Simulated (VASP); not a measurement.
Here is the system:

```
PbF2
1.0
    0.00000     2.98360     2.98360
    2.98360     0.00000     2.98360
    2.98360     2.98360     0.00000
Pb F
1 2
Direct
  0.00000   0.00000   0.00000
  0.25000   0.25000   0.25000
  0.75000   0.75000   0.75000
```

These are MS2 meta-GGA, VASP's PBE PAW potentials (set 64) (plane waves; VASP) values and carry that method's errors. Settings: 520 eV cut-off, 7×7×7 Γ-centred mesh, Gaussian smearing of 0.050 eV, potentials Pb_d F.

Problem. Predict the energy per atom (σ→0), pressure.

Solution. 
- energy per atom (σ→0): 0.217 eV/atom
- pressure: -21.3 kbar

The compound is PbF2 in the fluorite structure, the β form. This cell is one point of a volume scan, at 1.03 of the reference volume.
